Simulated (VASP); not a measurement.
**A VASP 6.6.1 single-point calculation on LaN**

INCAR

```
LCHARG = .FALSE.
EDIFF = 1E-7
SIGMA = 0.01
GGA = PS
LWAVE = .FALSE.
NELM = 120
ISMEAR = 0
IBRION = -1
LASPH = .TRUE.
ENCUT = 520
ISIF = 2
LREAL = .TRUE.
NSW = 0
NBANDS = 15
PREC = Accurate
```

KPOINTS

```
KPOINTS created by Atomic Simulation Environment
0
Monkhorst-Pack
8 8 8
0 0 0
```

POSCAR

```
La N
 1.0000000000000000
    -0.0000000000000000    2.8023844609347810    2.8023844609347810
     2.8023844609347810    0.0000000000000000    2.8023844609347810
     2.8023844609347810    2.8023844609347810    0.0000000000000000
 La  N
   1   1
Cartesian
  0.0000000000000000  0.0000000000000000 -0.0000000000000000
  1.4011922304673903  1.4011922304673903  1.4011922304673903
```

The recommended PBE PAW datasets give the neutral cell 16 valence electrons.

Command

```
mpirun -np 1 vasp_std
```

OSZICAR

```
N       E                     dE             d eps       ncg     rms          rms(c)
DAV:   1     0.137688010035E+03    0.13769E+03   -0.60182E+03  1880   0.150E+03
DAV:   2     0.911345547887E+00   -0.13678E+03   -0.12035E+03  2287   0.222E+02
DAV:   3    -0.192006925834E+02   -0.20112E+02   -0.19397E+02  2697   0.116E+02
DAV:   4    -0.198790967431E+02   -0.67840E+00   -0.67439E+00  2992   0.190E+01
DAV:   5    -0.199236546425E+02   -0.44558E-01   -0.44551E-01  2590   0.454E+00    0.101E+01
DAV:   6    -0.169243589665E+02    0.29993E+01   -0.28863E+01  3120   0.296E+01    0.575E+00
DAV:   7    -0.165933151961E+02    0.33104E+00   -0.26204E+00  3232   0.131E+01    0.251E+00
DAV:   8    -0.165555606166E+02    0.37755E-01   -0.33580E-01  3176   0.485E+00    0.874E-01
DAV:   9    -0.165467117507E+02    0.88489E-02   -0.50828E-02  3290   0.172E+00    0.408E-01
DAV:  10    -0.165474006928E+02   -0.68894E-03   -0.43390E-03  3106   0.757E-01    0.815E-02
DAV:  11    -0.165473784411E+02    0.22252E-04   -0.80293E-04  3394   0.168E-01    0.503E-02
DAV:  12    -0.165474083182E+02   -0.29877E-04   -0.82916E-05  2428   0.677E-02    0.101E-02
DAV:  13    -0.165474129863E+02   -0.46681E-05   -0.18208E-05  3451   0.267E-02    0.987E-03
DAV:  14    -0.165474136720E+02   -0.68572E-06   -0.24928E-06  2595   0.123E-02    0.479E-03
DAV:  15    -0.165474138359E+02   -0.16390E-06   -0.52198E-06  3533   0.125E-02    0.258E-03
DAV:  16    -0.165474138088E+02    0.27083E-07   -0.12829E-06  2553   0.998E-03    0.596E-04
DAV:  17    -0.165474138496E+02   -0.40806E-07   -0.16510E-07  1710   0.395E-03
   1 F= -.16547414E+02 E0= -.16547414E+02  d E =-.975748E-38
```

From OUTCAR

```
k-points           NKPTS =     60   k-points in BZ     NKDIM =     60   number of bands    NBANDS=     15

   NELECT =      16.0000    total number of electrons

   dimension x,y,z NGX =    30 NGY =   30 NGZ =   30
   dimension x,y,z NGXF=    60 NGYF=   60 NGZF=   60

  energy-cutoff  :      520.00
  volume of cell :       44.02
      direct lattice vectors                 reciprocal lattice vectors
     0.000000000  2.802384461  2.802384461    -0.178419488  0.178419488  0.178419488
     2.802384461  0.000000000  2.802384461     0.178419488 -0.178419488  0.178419488
     2.802384461  2.802384461  0.000000000     0.178419488  0.178419488 -0.178419488

 k-points in reciprocal lattice and weights: KPOINTS created by Atomic Simulation Env
   0.06250000  0.06250000  0.06250000       0.004
   0.18750000  0.06250000  0.06250000       0.012
   0.31250000  0.06250000  0.06250000       0.012
   0.43750000  0.06250000  0.06250000       0.012
  -0.43750000  0.06250000  0.06250000       0.012
  -0.31250000  0.06250000  0.06250000       0.012
  -0.18750000  0.06250000  0.06250000       0.012
  -0.06250000  0.06250000  0.06250000       0.012
   ...

 E-fermi :   5.9491

 k-point     1 :       0.0625    0.0625    0.0625
  band No.  band energies     occupation
      1     -24.9123      2.00000
      2      -8.3720      2.00000
      3      -8.2741      2.00000
      4      -8.2741      2.00000
      5      -5.5152      2.00000
      6       3.9362      2.00000
      7       3.9835      2.00000
      8       3.9835      2.00000
      9       7.1336      0.00000
     10       9.7839      0.00000
     11       9.7839      0.00000
     12       9.7904      0.00000
     13      10.3914      0.00000
     14      10.3914      0.00000
     15      10.4165      0.00000

 k-point     2 :       0.1875    0.0625    0.0625
  band No.  band energies     occupation
      1     -24.8860      2.00000
      2      -8.7905      2.00000
      3      -8.3447      2.00000
      4      -8.2930      2.00000
      5      -5.1632      2.00000
      6       3.8861      2.00000
      7       4.0779      2.00000
      8       4.1956      2.00000
      9       7.7269      0.00000
     10       9.6041      0.00000
     11       9.6385      0.00000
     12       9.8662      0.00000
     13      10.2772      0.00000
     14      10.3505      0.00000
     15      10.4293      0.00000

 k-point     3 :       0.3125    0.0625    0.0625
  band No.  band energies     occupation
      1     -24.8345      2.00000
      2      -9.4289      2.00000
      3      -8.4275      2.00000
      4      -8.3536      2.00000
      5      -4.7187      2.00000
      6       4.1699      2.00000
      7       4.3034      2.00000
      8       4.4693      2.00000
      9       8.4034      0.00000
     10       9.4907      0.00000
     11       9.5772      0.00000
     12       9.8569      0.00000
     13      10.2329      0.00000
     14      10.2999      0.00000
     15      10.4333      0.00000

 ...

  Total        0.0095572      0.0095572      0.0095572      0.0000000      0.0000000     -0.0000000
  in kB        0.3478787      0.3478787      0.3478787      0.0000000      0.0000000     -0.0000000
  external PRESSURE =       0.3478787 kB  Pullay stress =       0.0000000 kB

 POSITION                                       TOTAL-FORCE (eV/Angst)
 -----------------------------------------------------------------------------------
      0.00000      0.00000      0.00000        -0.000000     -0.000000     -0.000000
      1.40119      1.40119      1.40119         0.000000      0.000000      0.000000
 -----------------------------------------------------------------------------------
    total drift:                                0.000000      0.000000      0.000000

  FREE ENERGIE OF THE ION-ELECTRON SYSTEM (eV)
  ---------------------------------------------------
  free  energy   TOTEN  =       -16.5474138496 eV

  energy  without entropy=      -16.5474138496  energy(sigma->0) =      -16.54741385
```

It converged. Results: gap between bands v and c on the k mesh 1.27 eV; least direct gap on the k mesh 2.22 eV; pressure 0.0 GPa. Band v is the last that the valence electrons fill when counted band by band, and c is the next.

These settings aren't sound, so the numbers aren't properties of the crystal. The shifted mesh misses Γ, so a band edge there is missed.

On sound settings PBEsol gives a gap of 1.07 eV on its mesh and a pressure of -2.8 GPa for the intended cell.

The run took about 2 min on one core of a shared host (Intel Xeon Platinum 8488C) and held 0.18 GiB at most.
